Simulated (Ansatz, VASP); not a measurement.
## Ir: VASP beside Ansatz

One calculation is typed for both programs; each brings its own data sets. How far apart do they land? The cell is taken from a series of runs on this material, whose earlier steps may have relaxed, scaled, displaced or heated it; both programs get it as it stands.

Main program and level: Ansatz 0.2.0; plane waves, with VASP 6.6.1 beside it; relaxation of cell and atoms at PBE with D3(BJ).

## Step 1: Set-up

The structure is cubic, space group Fm-3m (No. 225). Conventional cell: a = 3.840 Å, b = 3.840 Å, c = 3.840 Å, α = 90.00°, β = 90.00°, γ = 90.00°. Nearest to Ir lie 12 Ir at 2.72 Å.

## Step 2: VASP: relaxation of cell and atoms, PBE with D3(BJ)

The relaxed volume is the usual yardstick between codes: in a stiff, nearly cubic crystal its relative difference is about their pressure difference at one cell divided by the bulk modulus.

Lines of VASP's logs that name or quote its potential files are left out, and so is its time.

INCAR reads:

```
SYSTEM = Ir
PREC = Accurate
ENCUT = 500
EDIFF = 1E-07
NELM = 120
ISMEAR = 1
SIGMA = 0.1
LREAL = .FALSE.
ALGO = Normal
GGA = PE
IVDW = 12
NBANDS = 10
LASPH = .TRUE.
LORBIT = 11
LWAVE = .FALSE.
LCHARG = .FALSE.
ISIF = 3
IBRION = 2
NSW = 80
EDIFFG = -0.005
GGA_COMPAT = .FALSE.
NELMIN = 4
```

POSCAR reads:

```
Ir
1.0
    0.0000000000      1.9200000000      1.9200000000
    1.9200000000      0.0000000000      1.9200000000
    1.9200000000      1.9200000000      0.0000000000
Ir
1
Direct
    0.0000000000      0.0000000000      0.0000000000
```

KPOINTS reads:

```
Automatic mesh
0
Gamma
20 20 20
0 0 0
```

PAW data sets: Ir (PBE family, release 64).

Started as:

```sh
mpirun -np 1 vasp_std
```

Numbers of over 12 decimals in the logs are rounded to 6 here.

Log:

```text
[banner, memory and clock lines left out]
running    1 mpi-ranks, on    1 nodes
 distrk:  each k-point on    1 cores,    1 groups
 distr:  one band on    1 cores,    1 groups

 POSCAR found type information on POSCAR Ir
 POSCAR found :  1 types and       1 ions
 LDA part: xc-table for (Slater+PW92), standard interpolation
 POSCAR, INCAR and KPOINTS ok, starting setup
 FFT: planning ... GRIDC
 FFT: planning ... GRID_SOFT
 FFT: planning ... GRID
 WAVECAR not read
 entering main loop
       N       E                     dE             d eps       ncg     rms          rms(c)
DAV:   1     0.471487216809E+02    0.47149E+02   -0.43102E+03  5192   0.792E+02
DAV:   2    -0.852475087715E+01   -0.55673E+02   -0.52809E+02  5256   0.194E+02
DAV:   3    -0.939263962813E+01   -0.86789E+00   -0.86529E+00  5988   0.294E+01
DAV:   4    -0.940055862322E+01   -0.79190E-02   -0.79179E-02  5820   0.261E+00
DAV:   5    -0.940071324299E+01   -0.15462E-03   -0.15462E-03  5942   0.347E-01    0.152E+01
DAV:   6    -0.893776047133E+01    0.46295E+00   -0.80091E-01  5722   0.110E+01    0.623E+00
DAV:   7    -0.885019472007E+01    0.87566E-01   -0.26467E-01  6106   0.583E+00    0.146E+00
DAV:   8    -0.884710113595E+01    0.30936E-02   -0.21671E-03  5536   0.492E-01    0.100E+00
DAV:   9    -0.884402136338E+01    0.30798E-02   -0.19735E-03  5792   0.618E-01    0.143E-02
DAV:  10    -0.884402654114E+01   -0.51778E-05   -0.11242E-05  7060   0.307E-02    0.249E-02
DAV:  11    -0.884402745532E+01   -0.91418E-06   -0.86701E-07  5650   0.107E-02    0.925E-04
DAV:  12    -0.884402741163E+01    0.43691E-07   -0.11533E-08  3206   0.103E-03
   1 F= -.95786628E+01 E0= -.95789089E+01  d E =-.957866E+01
 curvature:   0.00 expect dE= 0.000E+00 dE for cont linesearch  0.000E+00
 trial: gam= 0.00000 g(F)=  0.916E-66 g(S)=  0.400E-03 ort = 0.000E+00 (trialstep = 0.100E+01)
 search vector abs. value=  0.400E-03
 bond charge predicted
       N       E                     dE             d eps       ncg     rms          rms(c)
DAV:   1    -0.885205386511E+01   -0.80264E-02   -0.94990E-02  5596   0.440E+00    0.488E-01
DAV:   2    -0.884952876090E+01    0.25251E-02   -0.57071E-03  5634   0.926E-01    0.179E-01
DAV:   3    -0.884923435570E+01    0.29441E-03   -0.11531E-03  6282   0.369E-01    0.558E-02
DAV:   4    -0.884923243350E+01    0.19222E-05   -0.28811E-05  5998   0.514E-02    0.442E-03
DAV:   5    -0.884923266898E+01   -0.23547E-06   -0.68513E-07  6370   0.596E-03    0.141E-03
DAV:   6    -0.884923274770E+01   -0.78729E-07   -0.25229E-08  3300   0.135E-03
   2 F= -.95780845E+01 E0= -.95783379E+01  d E =0.578289E-03
 trial-energy change:    0.000578  1 .order    0.000561   -0.000400    0.001522
 step:   0.1995(harm=  0.2081)  dis= 0.00000  next Energy=    -9.578703 (dE=-0.398E-04)
 bond charge predicted
       N       E                     dE             d eps       ncg     rms          rms(c)
DAV:   1    -0.884701108185E+01    0.22216E-02   -0.60905E-02  5584   0.352E+00    0.405E-01
DAV:   2    -0.884540450436E+01    0.16066E-02   -0.35606E-03  5628   0.734E-01    0.139E-01
DAV:   3    -0.884522026911E+01    0.18424E-03   -0.74666E-04  6222   0.299E-01    0.409E-02
DAV:   4    -0.884522392302E+01   -0.36539E-05   -0.19957E-05  6036   0.423E-02    0.271E-03
DAV:   5    -0.884522404315E+01   -0.12014E-06   -0.31911E-07  5888   0.547E-03    0.118E-03
DAV:   6    -0.884522418320E+01   -0.14005E-06   -0.48873E-08  3674   0.154E-03    0.152E-04
DAV:   7    -0.884522417632E+01    0.68857E-08   -0.24230E-09  2648   0.432E-04
   3 F= -.95787010E+01 E0= -.95789485E+01  d E =-.381986E-04
 curvature:  -0.10 expect dE=-0.386E-07 dE for cont linesearch -0.386E-07
 trial: gam=-0.02951 g(F)=  0.965E-70 g(S)=  0.371E-06 ort = 0.122E-04 (trialstep = 0.840E+00)
 search vector abs. value=  0.444E-09
 reached required accuracy - stopping structural energy minimisation
```

OUTCAR, selected parts (step 2):

```text
ion  position               nearest neighbor table
   1  0.000  0.000  0.000-

  LATTYP: Found a face centered cubic cell.
 ALAT       =     3.8400000000

 Subroutine GETGRP returns: Found 48 space group operations
 (whereof 48 operations were pure point group operations)

The static configuration has the point symmetry O_h .

 Found    256 irreducible k-points:

   k-points           NKPTS =    256   k-points in BZ     NKDIM =    256   number of bands    NBANDS=     10

   dimension x,y,z NGX =    20 NGY =   20 NGZ =   20
   dimension x,y,z NGXF=    40 NGYF=   40 NGZF=   40

   ENCUT  =  500.0 eV  36.75 Ry    6.06 a.u.   4.95  4.95  4.95*2*pi/ulx,y,z

   NELECT =       9.0000    total number of electrons

 k-points in reciprocal lattice and weights: Automatic mesh
   0.00000000  0.00000000  0.00000000       0.000
   0.05000000  0.00000000  0.00000000       0.001
   0.10000000  0.00000000  0.00000000       0.001
   0.15000000  0.00000000  0.00000000       0.001
   0.20000000  0.00000000  0.00000000       0.001
   0.25000000  0.00000000  0.00000000       0.001
   0.30000000  0.00000000  0.00000000       0.001
   0.35000000  0.00000000  0.00000000       0.001
   0.40000000  0.00000000  0.00000000       0.001
[...]
-0.30000000  0.50000000  0.20000000       0.002
  -0.25000000  0.50000000  0.25000000       0.001

 Edisp (eV)   -0.72885

 average (electrostatic) potential at core
       1 -48.7490

 E-fermi :  10.3132

 k-point     1 :       0.0000    0.0000    0.0000
  band No.  band energies     occupation
    ...
      2       6.4935      2.00000
      3       6.4935      2.00000
      4       6.4935      2.00000
      5       9.1726      2.00000
      6       9.1726      2.00000
      7      24.7001      0.00000
      8      30.2734      0.00000
      9      30.2734      0.00000
     10      30.2734      0.00000

 k-point     2 :       0.0500    0.0000    0.0000
  band No.  band energies     occupation
    ...
      2       6.4334      2.00000
      3       6.5423      2.00000
      4       6.5423      2.00000
      5       9.1407      2.00000
      6       9.1407      2.00000
      7      24.8934      0.00000
      8      29.6528      0.00000
      9      30.4565      0.00000
     10      30.4565      0.00000

 k-point     3 :       0.1000    0.0000    0.0000
  band No.  band energies     occupation
    ...
      2       6.2742      2.00000
      3       6.6739      2.00000
      4       6.6739      2.00000
      5       9.0658      2.00000
      6       9.0658      2.00000
      7      25.4346      0.00000
      8      28.3786      0.00000
      9      30.9920      0.00000
     10      30.9920      0.00000

 Edisp (eV)   -0.73348

  Total       0.00160     0.00160     0.00160     0.00000    -0.00000    -0.00000
  in kB       0.18087     0.18087     0.18087     0.00000    -0.00000    -0.00000
  external pressure =        0.18 kB  Pullay stress =        0.00 kB

  energy-cutoff  :      500.00
  volume of cell :       14.18
      direct lattice vectors                 reciprocal lattice vectors
     0.000000000  1.920971764  1.920971764    -0.260284929  0.260284929  0.260284929
     1.920971764 -0.000000000  1.920971764     0.260284929 -0.260284929  0.260284929
     1.920971764  1.920971764 -0.000000000     0.260284929  0.260284929 -0.260284929

 POSITION                                       TOTAL-FORCE (eV/Angst)
 -----------------------------------------------------------------------------------
      0.00000      0.00000     -0.00000         0.000000      0.000000      0.000000
 -----------------------------------------------------------------------------------
    total drift:                                0.000000      0.000000      0.000000

  FREE ENERGIE OF THE ION-ELECTRON SYSTEM (eV)
  ---------------------------------------------------
  free  energy   TOTEN  =        -9.5787010276 eV

  energy  without entropy=       -9.5794435876  energy(sigma->0) =       -9.57894855

 reached required accuracy - stopping structural energy minimisation

 total charge
# of ion       s       p       d       tot
------------------------------------------
    1        0.674   0.740   6.977   8.391

[... 3 further parts left out ...]
```

CONTCAR:

```
Ir
   1.00000000000000
     0.0000000000000000    1.9209717642864579    1.9209717642864579
     1.9209717642864579   -0.0000000000000000    1.9209717642864579
     1.9209717642864579    1.9209717642864579   -0.0000000000000000
  Ir
     1
Direct
     0.0000000000000000    0.0000000000000000    0.0000000000000000
```

Dispersion corrections of this kind ignore metallic screening and tend to overbind metals. The run keeps the 48 symmetry operations of its start, so it cannot find a distortion of lower symmetry.

## Step 3: Ansatz: relaxation of cell and atoms, PBE with D3(BJ)

Ansatz runs on its default PAW (the set named soft_2) files.

The same cell, functional, mesh and smearing now go to Ansatz, which takes its cutoff from its data sets.

input.yaml reads:

```yaml
crystal:
  lattice:
    - [0.0, 1.92, 1.92]
    - [1.92, 0.0, 1.92]
    - [1.92, 1.92, 0.0]
  atoms:
    - { symbol: Ir, position: [0.0, 0.0, 0.0] }
hamiltonian:
  xc: pbe
  dispersion: d3bj
kpoints:
  mp_grid: { grid: [20, 20, 20] }
scf:
  occupations: { method: methfessel_paxton, width: 0.1 }
  convergence: { dr2_threshold: 1.0e-09 }
relax:
  cell: {}
  f_tol: 0.005
```

Started as:

```sh
ansatz run input.yaml --threads 2 --pin off --max-ram 4096MiB --backend cpu --events-out ev --progress --plain --runs-dir out
```

Log:

```text
Warning: relax.cell: scf.convergence.dr2_threshold = 1e-9 eV is looser than the 1e-10 eV advised for a relaxation that steers and ends on the stress (1e-10 eV for each atom of the cell: 1). What an SCF threshold leaves in a stress goes as its square root, and in the free energy as the threshold itself, and one threshold admits the most on a small cell: [figures from the program's tests cut] Set scf.convergence.dr2_threshold to 1e-10 eV or tighter. The threshold is an SCF's pass mark: one that does not reach it within its budget of iterations ends unconverged, or closes short of it on a stop that the run arms, and scf.convergence.dr2_threshold's page says what that costs each kind of run
Engine: ansatz 0.2.0, aarch64-unknown-linux-gnu
Pseudopotentials: kind: paw
Pseudopotential: Ir, paw, valence charge 17, recommended cutoff 420 eV (normal), Ir.paw.azcp
Functional definition: PBE
  parameter kappa = 0.804
  parameter beta = 0.066725
  exchange = pbe_x(kappa = kappa, mu = beta*pi^2/3)
  correlation = pbe_c(beta = beta)
Crystal: 1 atoms, lattice volume = 14.156 Å³
Basis set: ecut = 420 eV, 283 PW (Γ), exchange–correlation on 40×40×40 points (8 copies of the dense FFT grid, shifted against one another)
Bands: 13, of which v1, the nominal top of the filled ones, is band 9 counted from 1 (8 counted from 0)
Symmetry: 48 space group operations
Space group: Fm-3m (ITA 225), of the structure as read, at distance tolerance 2.4e-5 Å
k-points: 256 of 8000
Non-local potential: Ir, projectors of the file, l = 0: 3, l = 1: 2, l = 2: 2, l = 3: 1
PAW form: soft (Blöchl's): semilocal exchange-correlation on the pseudo side does not see the compensation charge
PAW one-centre angular grid: Ir, 590 points (default); XC on 64 Gauss nodes
Initial density: superposition of atomic densities (neutral atoms: chi_scale 0, normalization atom), corrected by the library's trained network
Initial wavefunctions: pseudopotential atomic-orbital guess
Functional: x = pbe(κ = 0.804, μ = 0.219515), c = pbe(β = 0.066725)
SCF iter   1: F=—  HF=-11936.039140 eV  |F-HF|=—  |Δ(HF+E_count)|=         —  Δρ=4.00e-3  dr2=3.05e-4  ethr=1.77e-3  ⟨swp⟩=5.0  Hψ=16770  notcnv=0
preconditioner: auto → none  [metal: Δε(μ)=0.005 eV  Ē_g=14.219 eV  σ=0.100 eV  W_gap=0.04  n_scr=0 (ndim 8)  ℏωp=29.6 eV  f_vac=0.000  D(μ)=0.40/eV (n_scr^D=0)]
SCF iter   2: F=—  HF=-11936.039774 eV  |F-HF|=—  |Δ(HF+E_count)|=   6.34e-4  S|Δr|=    0.00e0  Δρ=2.07e-3  dr2=8.40e-5  ethr=1.79e-6  ⟨swp⟩=2.5  Hψ=7046  notcnv=0
SCF iter   3: F=—  HF=-11936.040072 eV  |F-HF|=—  |Δ(HF+E_count)|=   2.98e-4  S|Δr|=    0.00e0  Δρ=3.37e-4  dr2=1.52e-5  ethr=4.94e-7  ⟨swp⟩=2.0  Hψ=4391  notcnv=0
SCF iter   4: F=—  HF=-11936.040066 eV  |F-HF|=—  |Δ(HF+E_count)|=   5.63e-6  S|Δr|=    0.00e0  Δρ=9.23e-5  dr2=8.58e-7  ethr=8.93e-8  ⟨swp⟩=2.4  Hψ=4434  notcnv=0
SCF iter   5: F=—  HF=-11936.040067 eV  |F-HF|=—  |Δ(HF+E_count)|=   4.01e-7  S|Δr|=    0.00e0  Δρ=2.62e-5  dr2=5.67e-8  ethr=5.04e-9  ⟨swp⟩=2.3  Hψ=4196  notcnv=0
SCF iter   6: F=-11936.040067 eV  HF=-11936.040067 eV  |F-HF|=6.55e-11  |Δ(HF+E_count)|=   1.24e-8  S|Δr|=    0.00e0  Δρ=1.11e-6  dr2=9.54e-11  ethr=5.88e-12  ⟨swp⟩=3.3  Hψ=12782  notcnv=0
SCF 1 converged in 6 iterations: F = -11936.040067 eV  dr2 = 9.54e-11
  greatest PAW one-centre occupation: 1.000 electrons in one spin orbital (limit 2), on the Ir atom at site 0 (counted from 0), in its partial waves of l = 0
relax step   1: F+E_penalty+E_count = -11936.04006669 eV  Δ(F+E_penalty+E_count) = +0.000e0 eV  max|allowed force component| = 0.000e0 eV/Å  Δτ_max = 0.0000 Å  P = +0.019 GPa  Ω = 14.156 Å³  (6 SCF iters, accepted)
Initial density: handed on by an earlier stage of this run
Initial wavefunctions: pseudopotential atomic-orbital guess (no wavefunctions were taken with the density)
iter 1 solved again at ethr=3.83e-8 eV; its pass at ethr=3.10e-3 eV (dr2=6.51e-6 eV) is discarded
SCF iter   1: F=—  HF=-11936.040068 eV  |F-HF|=—  |Δ(HF+E_count)|=         —  Δρ=1.17e-6  dr2=1.20e-10  ethr=3.83e-8  ⟨swp⟩=3.0  Hψ=25514  notcnv=0
eigensolver tolerance schedule: the retry pair's looser diagonalisation over-reported the residual by 54228.46 of it (diagonalisation noise at 2.03 of the residual, at the tolerance the schedule requests for it); recorded, not acted on — ethr = c·dr2/N_el stays at c = 1.0e-1
preconditioner: auto → none  [metal: Δε(μ)=0.004 eV  Ē_g=14.219 eV  σ=0.100 eV  W_gap=0.04  n_scr=0 (ndim 8)  ℏωp=29.6 eV  f_vac=0.000  D(μ)=0.40/eV (n_scr^D=0)]
SCF iter   2: F=—  HF=-11936.040067 eV  |F-HF|=—  |Δ(HF+E_count)|=   8.46e-7  S|Δr|=    0.00e0  Δρ=5.86e-7  dr2=1.79e-11  ethr=1.00e-12  ⟨swp⟩=4.4  Hψ=10961  notcnv=0
SCF iter   3: F=-11936.040067 eV  HF=-11936.040067 eV  |F-HF|=3.64e-12  |Δ(HF+E_count)|=  1.27e-11  S|Δr|=    0.00e0  Δρ=2.90e-7  dr2=3.49e-12  ethr=1.00e-12  ⟨swp⟩=2.0  Hψ=9795  notcnv=0
SCF 2 converged in 3 iterations: F = -11936.040067 eV  dr2 = 3.49e-12
relax step   2: F+E_penalty+E_count = -11936.04006669 eV  Δ(F+E_penalty+E_count) = -2.365e-11 eV  max|allowed force component| = 0.000e0 eV/Å  Δτ_max = 0.0000 Å  P = +0.019 GPa  Ω = 14.156 Å³  stress off target by 1.92e-2 GPa  SCF on the basis re-selected at this cell (its energy is not comparable with the rows above)  (3 SCF iters)
basis re-selected at this cell: Δ(F+E_penalty+E_count) = -2.365e-11 eV, ΔP = -0.000 GPa vs the last step (what re-selecting the basis moved, of the pressure what is left beyond the Pulay correction that the steps carried, after the strain that the cell walked since its last selection, with what the two solves' SCF thresholds leave and, on support functions, any second-order correction that the steps lacked; it is no  [...]
SCF converged after 3 iterations
Stability not checked: this state was not tested for a lower state beside it, because cold or Methfessel-Paxton smearing, or corrected tetrahedra, fill the levels in a way that the test cannot read (fill_not_monotonic; see scf.lower_state_search)
Free energy (F): -11936.040067 eV
Harris-Foulkes:  -11936.040067 eV  (|F-HF|=3.64e-12)
Internal energy: -11936.040783 eV  (E = F + TS)
E sigma→0 (E₀):  -11936.040246 eV
Entropy (-TS):   0.000717 eV (0.717 meV/atom)
Fermi energy:    25.752706 eV
--- Per-component energies (eV) ---
  E_band       = -82.769936
  E_kinetic    = 623.460431
  E_local      = -1064.181703  (includes V_loc(G=0)·N_el)
  E_nonlocal   = 72.574303
  E_hartree    = 408.865291
  E_xc         = -268.248270
  E_vxc        = -300.481044  (∫ρ·V_xc dr)
  E_paw        = -9223.415075  (= ΣΔE_a)
  E_vpaw       = -231.872552  (= ΣTr[D̂ρ^β])
  E_aug_tail   = 0.000055  (compensation charges beyond the density's cutoff)
  E_ewald      = -2484.360971
  E_disp       = -0.734843  (pairwise vdW)
  E_smearing   = 0.000717  (= −TS)
  E_closure    = 0.000000  (closes the sum)
  Σ components = -11936.040067   (vs F -11936.040067, Δ=0.00e0)
--- Forces (eV/Å), atoms counted from 1 ---
  atom   1  Ir    -0.00000000    -0.00000000     0.00000000
  max |Σ_I F_I| component: 5.59e-31 eV/Å
--- Stress (GPa, compression-positive) ---
        0.019226       0.000000      -0.000000
        0.000000       0.019226       0.000000
       -0.000000      -0.000000       0.019226
  P = ⅓ Tr σ = 0.0192 GPa (0.192 kbar)
--- Relaxed structure (1 steps of the walk, 1 accepted, 1 SCFs on fresh bases) ---
  F+E_penalty+E_count = -11936.04006669 eV   max|allowed force component| = 0.000e0 eV/Å   (the final SCF, on the basis selected at the relaxed cell)
  cell:  # Å, volume = 14.1558 Å³
    - [0.0, 1.92, 1.92]
    - [1.92, 0.0, 1.92]
    - [1.92, 1.92, 0.0]
  atoms:
    - { symbol: Ir, position: [0.0, 0.0, 0.0] }
```

The column dr2 measures how far the density is from self-consistency, as an energy; F and HF (Harris–Foulkes) agree once it is small.

## Step 4: Differences

Known differences besides the potentials themselves: the data sets hold 17 valence electrons in Ansatz (on its default PAW (the set named soft_2) files) and 9 in VASP; the cutoff is 420 eV in Ansatz and 500 eV in VASP; Ansatz adds a Pulay correction to the stress that steers its cell, VASP none. Total energies have different zeros and are not compared.

The two programs side by side:

```tsv
quantity	Ansatz	VASP	difference
volume (Å³)	14.16	14.18	-0.15 %
edge a after relaxation, in the typed setting (Å)	2.715	2.717	-0.05 %
```

## Step 5: Outcome

```yaml
difference_in_volume_relaxation_of_cell_and_atoms_pbe_with_d3_bj: -0.15 %
```

In words: The difference in volume is -0.15 % (relaxation of cell and atoms, PBE with D3(BJ)), within the 1.2 % picked in this series as the mark of a large difference, as far as the stopping tolerances let one tell. The data sets hold unlike numbers of valence electrons (17 in Ansatz and 9 in VASP), so part of the differences comes from the potentials. How closely two codes agree says nothing of how well the functional describes the real material.

[Lines on the potential files, build, host, timing and source positions are cut from VASP's logs without a mark.]

[Logs are printed without paths, hosts, clocks, repeated set-up lines and the standing remarks that a program may print on its own settings, such as how far it seeks lower states.]

[Hosts, paths, dates, database ids (printed as entryN), source tags and the programs' standing remarks are cut or masked in the printed files.]
